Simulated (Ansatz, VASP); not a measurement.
**H6C5N3ClO: VASP beside Ansatz**

One calculation is typed for both programs; each brings its own data sets. How far apart do they land? The structure shown is frame 121 of Ansatz's trajectory.

Program: Ansatz 0.2.0. Level of theory: plane waves, with VASP 6.6.1 beside it; single point at PBE with D3(BJ). Results are calculated unless marked as measured.

**1. Starting point**

The cell holds 128 atoms: 48 H, 40 C, 24 N, 8 Cl and 8 O. Cell: a = 7.636 Å, b = 13.134 Å, c = 13.746 Å, α = 90.0°, β = 90.0°, γ = 90.0°. It derives from H6C5N3ClO (Pnma), repeated 1×2×1. As first built, before any earlier steps moved the atoms (in the runner's words): H6C5N3ClO, space group Pnma, measured structure (Crystallography Open Database), 1 x 2 x 1 conventional cells; every coordinate displaced by a Gaussian of 0.01 A; bonds to H set to neutron lengths (C-H 1.089, N-H 1.015, O-H 0.983, B-H 1.19 A) where the measured ones are shorter.

**2. Ansatz: dynamics, PBE with D3(BJ)**

Ansatz runs on its default PAW (the set named soft_2) files.

One frame of this run of dynamics is then solved in both programs, so the motion causes no difference.

Contents of input.yaml:

```yaml
crystal:
  lattice:
    - [7.6358, 0.0, 0.0]
    - [0.0, 13.1342, 0.0]
    - [0.0, 0.0, 13.746]
  atoms:
    - { symbol: H, position: [0.34937, 0.12608, 0.69495] }
    - { symbol: H, position: [0.15243, 0.37477, 0.19415] }
    - { symbol: H, position: [0.64987, 0.37476, 0.3056] }
    - { symbol: H, position: [0.84516, 0.12555, 0.80576] }
    - { symbol: H, position: [0.51307, 0.05701, 0.75772] }
    - { symbol: H, position: [0.98419, 0.44264, 0.25883] }
    - { symbol: H, position: [0.48664, 0.30793, 0.23982] }
    - { symbol: H, position: [0.01462, 0.19334, 0.7404] }
    - { symbol: H, position: [0.48527, 0.44438, 0.24125] }
    - { symbol: H, position: [0.01605, 0.05634, 0.74198] }
    - { symbol: H, position: [0.51404, 0.19292, 0.75871] }
    - { symbol: H, position: [0.98593, 0.30779, 0.25842] }
    - { symbol: H, position: [0.88242, 0.12459, 0.11022] }
    - { symbol: H, position: [0.61834, 0.37572, 0.61121] }
    - { symbol: H, position: [0.12139, 0.37583, 0.88998] }
    - { symbol: H, position: [0.37938, 0.12508, 0.38982] }
    - { symbol: H, position: [0.90001, 0.19335, 0.99788] }
    - { symbol: H, position: [0.60175, 0.30619, 0.49746] }
    - { symbol: H, position: [0.10132, 0.44184, 0.00082] }
    - { symbol: H, position: [0.39916, 0.05779, 0.50154] }
    - { symbol: H, position: [0.10234, 0.30669, 0.00141] }
    - { symbol: H, position: [0.39575, 0.19305, 0.50104] }
    - { symbol: H, position: [0.899, 0.05802, 0.9994] }
    - { symbol: H, position: [0.6025, 0.44166, 0.50004] }
    - { symbol: C, position: [0.3818, 0.12528, 0.09077] }
    - { symbol: C, position: [0.12107, 0.3751, 0.59086] }
    - { symbol: C, position: [0.62068, 0.37523, 0.90938] }
    - { symbol: C, position: [0.87812, 0.12523, 0.4084] }
    - { symbol: C, position: [0.40378, 0.12371, 0.93085] }
    - { symbol: C, position: [0.09639, 0.37471, 0.42911] }
    - { symbol: C, position: [0.59499, 0.37409, 0.07043] }
    - { symbol: C, position: [0.90624, 0.125, 0.56964] }
    - { symbol: C, position: [0.64585, 0.12623, 0.02243] }
    - { symbol: C, position: [0.85145, 0.37397, 0.52347] }
    - { symbol: C, position: [0.35438, 0.37596, 0.97652] }
    - { symbol: C, position: [0.14711, 0.12491, 0.47665] }
    - { symbol: C, position: [0.4309, 0.12464, 0.75886] }
    - { symbol: C, position: [0.07085, 0.37473, 0.26004] }
    - { symbol: C, position: [0.56889, 0.37538, 0.24174] }
    - { symbol: C, position: [0.9305, 0.12613, 0.74099] }
    - { symbol: C, position: [0.84463, 0.12495, 0.03357] }
    - { symbol: C, position: [0.65605, 0.37489, 0.53306] }
    - { symbol: C, position: [0.15167, 0.37401, 0.96597] }
    - { symbol: C, position: [0.34246, 0.12456, 0.46582] }
    - { symbol: "N", position: [0.55449, 0.12453, 0.1059] }
    - { symbol: "N", position: [0.94863, 0.37588, 0.60619] }
    - { symbol: "N", position: [0.44762, 0.37551, 0.89299] }
    - { symbol: "N", position: [0.05328, 0.1253, 0.39455] }
    - { symbol: "N", position: [0.29631, 0.12372, 0.00766] }
    - { symbol: "N", position: [0.20178, 0.37442, 0.50706] }
    - { symbol: "N", position: [0.70533, 0.37634, 0.99238] }
    - { symbol: "N", position: [0.79304, 0.12536, 0.49281] }
    - { symbol: "N", position: [0.57992, 0.12438, 0.93409] }
    - { symbol: "N", position: [0.91935, 0.3759, 0.43258] }
    - { symbol: "N", position: [0.41959, 0.37349, 0.06679] }
    - { symbol: "N", position: [0.08091, 0.12318, 0.56748] }
    - { symbol: Cl, position: [0.25247, 0.12419, 0.19473] }
    - { symbol: Cl, position: [0.24692, 0.37555, 0.69531] }
    - { symbol: Cl, position: [0.74663, 0.37622, 0.80458] }
    - { symbol: Cl, position: [0.75218, 0.12546, 0.30711] }
    - { symbol: O, position: [0.32291, 0.12455, 0.84554] }
    - { symbol: O, position: [0.17693, 0.37435, 0.34495] }
    - { symbol: O, position: [0.67458, 0.37383, 0.15554] }
    - { symbol: O, position: [0.82288, 0.12457, 0.65399] }
    - { symbol: H, position: [0.34784, 0.62471, 0.69415] }
    - { symbol: H, position: [0.15084, 0.87459, 0.1951] }
    - { symbol: H, position: [0.6523, 0.87613, 0.30523] }
    - { symbol: H, position: [0.84601, 0.62562, 0.80705] }
    - { symbol: H, position: [0.51614, 0.55656, 0.75713] }
    - { symbol: H, position: [0.98471, 0.94276, 0.26037] }
    - { symbol: H, position: [0.48602, 0.80721, 0.24302] }
    - { symbol: H, position: [0.01536, 0.6916, 0.74077] }
    - { symbol: H, position: [0.48711, 0.94163, 0.24182] }
    - { symbol: H, position: [0.013, 0.55797, 0.74288] }
    - { symbol: H, position: [0.51655, 0.69028, 0.75907] }
    - { symbol: H, position: [0.98548, 0.80766, 0.25739] }
    - { symbol: H, position: [0.87588, 0.62546, 0.10883] }
    - { symbol: H, position: [0.6182, 0.87446, 0.61004] }
    - { symbol: H, position: [0.11913, 0.87429, 0.89122] }
    - { symbol: H, position: [0.37933, 0.62602, 0.39089] }
    - { symbol: H, position: [0.89682, 0.69417, 0.99847] }
    - { symbol: H, position: [0.60003, 0.80708, 0.49832] }
    - { symbol: H, position: [0.10276, 0.94242, 0.00052] }
    - { symbol: H, position: [0.39801, 0.55738, 0.50237] }
    - { symbol: H, position: [0.1021, 0.8073, 8.0e-05] }
    - { symbol: H, position: [0.39654, 0.69261, 0.50169] }
    - { symbol: H, position: [0.89951, 0.55611, 0.99805] }
    - { symbol: H, position: [0.59993, 0.94146, 0.49932] }
    - { symbol: C, position: [0.381, 0.62398, 0.09034] }
    - { symbol: C, position: [0.12209, 0.87576, 0.59127] }
    - { symbol: C, position: [0.61906, 0.87459, 0.90861] }
    - { symbol: C, position: [0.87898, 0.62393, 0.40959] }
    - { symbol: C, position: [0.40515, 0.62415, 0.93175] }
    - { symbol: C, position: [0.09639, 0.87559, 0.42846] }
    - { symbol: C, position: [0.59648, 0.87563, 0.0698] }
    - { symbol: C, position: [0.90399, 0.62562, 0.56935] }
    - { symbol: C, position: [0.64715, 0.62623, 0.02324] }
    - { symbol: C, position: [0.85329, 0.87433, 0.52282] }
    - { symbol: C, position: [0.35054, 0.87583, 0.97524] }
    - { symbol: C, position: [0.14784, 0.62459, 0.47578] }
    - { symbol: C, position: [0.43068, 0.62555, 0.75883] }
    - { symbol: C, position: [0.07067, 0.8742, 0.25909] }
    - { symbol: C, position: [0.56844, 0.87474, 0.24051] }
    - { symbol: C, position: [0.93279, 0.62502, 0.74152] }
    - { symbol: C, position: [0.84601, 0.62582, 0.03254] }
    - { symbol: C, position: [0.65542, 0.87474, 0.53278] }
    - { symbol: C, position: [0.1544, 0.87566, 0.96672] }
    - { symbol: C, position: [0.34432, 0.6239, 0.4671] }
    - { symbol: "N", position: [0.5518, 0.62471, 0.10623] }
    - { symbol: "N", position: [0.94629, 0.87457, 0.60566] }
    - { symbol: "N", position: [0.44597, 0.87573, 0.89352] }
    - { symbol: "N", position: [0.05318, 0.62491, 0.39354] }
    - { symbol: "N", position: [0.29605, 0.62547, 0.00719] }
    - { symbol: "N", position: [0.20248, 0.87549, 0.50802] }
    - { symbol: "N", position: [0.70375, 0.87553, 0.99235] }
    - { symbol: "N", position: [0.79396, 0.62517, 0.49342] }
    - { symbol: "N", position: [0.57781, 0.62468, 0.93345] }
    - { symbol: "N", position: [0.92203, 0.87577, 0.43221] }
    - { symbol: "N", position: [0.41891, 0.87628, 0.06644] }
    - { symbol: "N", position: [0.07824, 0.62491, 0.56667] }
    - { symbol: Cl, position: [0.24961, 0.62505, 0.19422] }
    - { symbol: Cl, position: [0.24753, 0.87447, 0.69506] }
    - { symbol: Cl, position: [0.75176, 0.87385, 0.80568] }
    - { symbol: Cl, position: [0.74965, 0.6255, 0.30531] }
    - { symbol: O, position: [0.32145, 0.62478, 0.8455] }
    - { symbol: O, position: [0.17769, 0.87604, 0.34487] }
    - { symbol: O, position: [0.67822, 0.87399, 0.1553] }
    - { symbol: O, position: [0.8208, 0.62518, 0.65429] }
kpoints:
  mp_grid: { grid: [1, 1, 1] }
hamiltonian:
  xc: pbe
  dispersion: d3bj
scf:
  occupations: { method: fixed }
output:
  forces: true
md:
  timestep: 0.5
  n_steps: 362
  ensemble: nvt_nose_hoover
  temperature: 600
  initial_velocities: maxwell_boltzmann
  seed: 445
```

Command:

```sh
$ ansatz run input.yaml --threads 4 --pin off --max-ram 8192MiB --backend cpu --events-out ev --progress --plain --runs-dir out
```

Numbers of over 12 decimals in the logs are rounded to 6 here.

What it wrote:

```text
Warning: md: disabling space-group detection — thermal motion breaks the input geometry's symmetry, so no spatial operation reduces the k-mesh or symmetrises the density; time reversal is kept, so that k and −k are solved as one point where they differ and the mesh holds both, and exact exchange and, on two spinor components, a DFT+U term hold to it where the run has them: on two components no moment then forms, and  [...]
Engine: ansatz 0.2.0, aarch64-unknown-linux-gnu
Pseudopotentials: kind: paw
Pseudopotential: H, paw, valence charge 1, recommended cutoff 420 eV (normal), H.paw.azcp
Pseudopotential: C, paw, valence charge 4, recommended cutoff 420 eV (normal), C.paw.azcp
Pseudopotential: N, paw, valence charge 5, recommended cutoff 420 eV (normal), N.paw.azcp
Pseudopotential: Cl, paw, valence charge 7, recommended cutoff 420 eV (normal), Cl.paw.azcp
Pseudopotential: O, paw, valence charge 6, recommended cutoff 420 eV (normal), O.paw.azcp
Functional definition: PBE
  parameter kappa = 0.804
  parameter beta = 0.066725
  exchange = pbe_x(kappa = kappa, mu = beta*pi^2/3)
  correlation = pbe_c(beta = beta)
Crystal: 128 atoms, lattice volume = 1378.588 Å³
Basis set: ecut = 420 eV, 26943 PW (Γ), exchange–correlation on 108×180×192 points (8 copies of the dense FFT grid, shifted against one another)
Bands: 344, of which v1, the nominal top of the filled ones, is band 216 counted from 1 (215 counted from 0)
Symmetry: 1 space group operations
k-points: 1
Non-local potential: H, projectors of the file, l = 0: 2, l = 1: 1
Non-local potential: C, projectors of the file, l = 0: 2, l = 1: 2, l = 2: 1
Non-local potential: N, projectors of the file, l = 0: 2, l = 1: 2, l = 2: 1
Non-local potential: Cl, projectors of the file, l = 0: 2, l = 1: 2, l = 2: 2
Non-local potential: O, projectors of the file, l = 0: 2, l = 1: 2, l = 2: 1
PAW form: soft (Blöchl's): semilocal exchange-correlation on the pseudo side does not see the compensation charge
PAW one-centre angular grid: H, 110 points (default); XC on 64 Gauss nodes
PAW one-centre angular grid: C, 110 points (default); XC on 64 Gauss nodes
PAW one-centre angular grid: N, 110 points (default); XC on 64 Gauss nodes
PAW one-centre angular grid: Cl, 110 points (default); XC on 64 Gauss nodes
PAW one-centre angular grid: O, 110 points (default); XC on 64 Gauss nodes
Initial density: superposition of atomic densities (neutral atoms: chi_scale 0, normalization atom), corrected by the library's trained network
Initial wavefunctions: pseudopotential atomic-orbital guess
Functional: x = pbe(κ = 0.804, μ = 0.219515), c = pbe(β = 0.066725)
SCF iter   1: F=—  HF=-33199.986862 eV  |F-HF|=—  |Δ(HF+E_count)|=         —  Δρ=5.79e-3  dr2=4.77e-1  ethr=1.77e-3  ⟨swp⟩=5.0  Hψ=1101  notcnv=0  defer=126
preconditioner: auto → Resta (q_TF=auto, 2.249 Å⁻¹)  ε∞=2.7  [insulator: Δε(μ)=3.621 eV  Ē_g=16.031 eV  n_scr=272 (ndim 8)  ℏωp=20.8 eV  f_vac=0.126  ε∞_Penn≈2.7]
SCF iter   2: F=—  HF=-33199.888578 eV  |F-HF|=—  |Δ(HF+E_count)|=   9.83e-2  Δρ=3.01e-3  dr2=1.00e-1  ethr=1.10e-4  ⟨swp⟩=2.0  Hψ=439  notcnv=0  defer=126
SCF iter   3: F=—  HF=-33199.876992 eV  |F-HF|=—  |Δ(HF+E_count)|=   1.16e-2  Δρ=1.16e-3  dr2=2.13e-2  ethr=2.32e-5  ⟨swp⟩=2.0  Hψ=418  notcnv=0  defer=62
automatic band count: iteration 3 solves 280 bands in place of 344: the levels show a gap, and the empty bands left out lie too high to hold charge; the band table lists the bands solved (type scf.n_extra_bands for more)
SCF iter   4: F=—  HF=-33199.874063 eV  |F-HF|=—  |Δ(HF+E_count)|=   2.93e-3  Δρ=3.81e-4  dr2=2.14e-3  ethr=4.93e-6  ⟨swp⟩=2.0  Hψ=424  notcnv=0  defer=62
SCF iter   5: F=—  HF=-33199.874270 eV  |F-HF|=—  |Δ(HF+E_count)|=   2.06e-4  Δρ=1.51e-4  dr2=3.13e-4  ethr=4.96e-7  ⟨swp⟩=2.0  Hψ=426  notcnv=0  defer=62
SCF iter   6: F=—  HF=-33199.874374 eV  |F-HF|=—  |Δ(HF+E_count)|=   1.04e-4  Δρ=5.63e-5  dr2=4.18e-5  ethr=7.25e-8  ⟨swp⟩=2.0  Hψ=437  notcnv=0  defer=58
SCF iter   7: F=—  HF=-33199.874038 eV  |F-HF|=—  |Δ(HF+E_count)|=   3.36e-4  Δρ=2.42e-5  dr2=6.88e-6  ethr=9.67e-9  ⟨swp⟩=2.0  Hψ=496  notcnv=0  defer=58
SCF iter   8: F=—  HF=-33199.874040 eV  |F-HF|=—  |Δ(HF+E_count)|=   1.47e-6  Δρ=7.39e-6  dr2=6.51e-7  ethr=1.59e-9  ⟨swp⟩=2.0  Hψ=438  notcnv=0  defer=58
SCF iter   9: F=-33199.874040 eV  HF=-33199.874040 eV  |F-HF|=5.41e-8  |Δ(HF+E_count)|=   6.31e-7  Δρ=2.33e-6  dr2=8.43e-8  ethr=2.31e-11  ⟨swp⟩=4.0  Hψ=884  notcnv=0
SCF 1 converged in 9 iterations: F = -33199.874040 eV  dr2 = 8.43e-8
[...]
SCF iter   4: F=—  HF=-33194.011744 eV  |F-HF|=—  |Δ(HF+E_count)|=   1.51e-4  Δρ=1.01e-4  dr2=1.16e-4  ethr=2.36e-7  ⟨swp⟩=2.0  Hψ=438  notcnv=0  defer=56
SCF iter   5: F=—  HF=-33194.011742 eV  |F-HF|=—  |Δ(HF+E_count)|=   2.27e-6  Δρ=2.74e-5  dr2=1.20e-5  ethr=2.69e-8  ⟨swp⟩=2.0  Hψ=437  notcnv=0  defer=56
SCF iter   6: F=—  HF=-33194.011101 eV  |F-HF|=—  |Δ(HF+E_count)|=   6.41e-4  Δρ=1.50e-5  dr2=3.43e-6  ethr=2.77e-9  ⟨swp⟩=2.0  Hψ=495  notcnv=0  defer=56
SCF iter   7: F=—  HF=-33194.011101 eV  |F-HF|=—  |Δ(HF+E_count)|=   2.10e-7  Δρ=4.39e-6  dr2=3.41e-7  ethr=7.94e-10  ⟨swp⟩=2.0  Hψ=434  notcnv=0  defer=56
SCF iter   8: F=-33194.011101 eV  HF=-33194.011101 eV  |F-HF|=2.58e-8  |Δ(HF+E_count)|=   2.41e-7  Δρ=1.98e-6  dr2=6.61e-8  ethr=2.31e-11  ⟨swp⟩=4.0  Hψ=885  notcnv=0
SCF 363 converged in 8 iterations: F = -33194.011101 eV  dr2 = 6.61e-8
md step   362: t =   181.00 fs  T =   433.2 K  F+E_penalty+E_count = -33194.01110140 eV  E_kin = 7.110614 eV  conserved = -33189.99956575 eV  (8 SCF iters, 3 dispersion substeps)
SCF converged after 8 iterations
Free energy (F): -33194.011101 eV
Harris-Foulkes:  -33194.011101 eV  (|F-HF|=2.58e-8)
Internal energy: -33194.011101 eV  (E = F + TS)
E sigma→0 (E₀):  -33194.011101 eV
Fermi energy:    0.635668 eV
--- Per-component energies (eV) ---
  E_band       = -2922.122433
  E_kinetic    = 10125.710919
  E_local      = -29710.983236  (includes V_loc(G=0)·N_el)
  E_nonlocal   = 2895.789420
  E_hartree    = 10623.776110
  E_xc         = -5205.576838
  E_vxc        = -6446.371017  (∫ρ·V_xc dr)
  E_paw        = -13601.593710  (= ΣΔE_a)
  E_vpaw       = -1033.779976  (= ΣTr[D̂ρ^β])
  E_aug_tail   = -0.042036  (compensation charges beyond the density's cutoff)
  E_ewald      = -8311.147926
  E_disp       = -9.943804  (pairwise vdW)
  E_smearing   = -0.000000  (= −TS)
  E_closure    = 0.000000  (closes the sum)
  Σ components = -33194.011101   (vs F -33194.011101, Δ=0.00e0)
--- Forces (eV/Å), atoms counted from 1 ---
  atom   1  H      0.35266344    -0.35514600     0.05757262
  atom   2  H      0.04080197    -0.93159158    -0.18352531
  atom   3  H      0.94480028     0.44822747     1.52003864
  atom   4  H     -0.24627035    -0.58292130     0.68823555
  atom   5  H     -0.44610039    -0.23328838     0.05064036
  atom   6  H     -0.60607805     0.91874967     0.34293802
  atom   7  H     -0.45621619    -0.34060550    -0.33487385
  atom   8  H     -0.06471784    -0.01655592    -0.58217567
  atom   9  H     -0.79145424    -0.24224274     0.29017346
  atom  10  H      2.85594265    -0.87071085    -0.41915306
  atom  11  H     -0.94880469    -1.39430064    -0.60517144
  atom  12  H      0.29886958    -0.08825451     0.04246469
  atom  13  H     -0.44037974    -0.91293246    -0.46609962
  atom  14  H     -1.00438401    -1.46164128    -0.35037459
  atom  15  H      0.75822454     0.27007901    -1.04052742
  atom  16  H      0.00581841    -0.63052000     0.03142584
  atom  17  H      0.32436521     0.49399448    -0.24731779
  atom  18  H     -0.16543806     1.05007201     0.00002008
  atom  19  H      0.25016010     0.09138713     0.43000619
  atom  20  H     -0.48015171     0.21849751     0.49239965
  atom  21  H      0.38484360    -0.77057857    -0.08675566
  atom  22  H      0.12335651    -0.72873172     0.80277668
  atom  23  H     -0.66718245     0.90754244    -1.23282799
  atom  24  H     -1.16339724    -0.52758825     1.10445532
[...]
atom 121  Cl     0.14946613    -0.03648071    -1.23302827
  atom 122  Cl     0.21083045    -0.13757388     0.06116557
  atom 123  Cl     1.17686141    -0.00682747    -1.64862773
  atom 124  Cl     0.09645600     0.22134599    -0.61756779
  atom 125  O      0.31323311     0.64368785    -1.72191284
  atom 126  O      1.53931874     0.12469285    -0.06140940
  atom 127  O     -1.04205919     0.23206444     1.68564117
  atom 128  O     -1.01036812    -1.25804311    -3.16958927
  max |Σ_I F_I| component: 1.61e-4 eV/Å
--- MD trajectory: 362 steps, t = 0.0 → 181.0 fs ---
  final state: T = 433.2 K   F+E_penalty+E_count = -33194.01110140 eV   E_kin = 7.110614 eV
  conserved energy: peak-to-peak 2.592e-2 eV (2.025e-4 eV/atom) over 181.0 fs
```

In the SCF lines HF is the Harris–Foulkes energy and dr2 the Hartree energy of the density residual, in eV; the loop may stop once dr2 is under the threshold and the program's other checks hold. Hψ counts applications of the Hamiltonian.

[end of part 1 of 2]

[Lines on the potential files, build, host, timing and source positions are cut from VASP's logs without a mark.]

[Logs are printed without paths, hosts, clocks, repeated set-up lines and the standing remarks that a program may print on its own settings, such as how far it seeks lower states.]

[Hosts, paths, dates, database ids (printed as entryN), source tags and the programs' standing remarks are cut or masked in the printed files.]
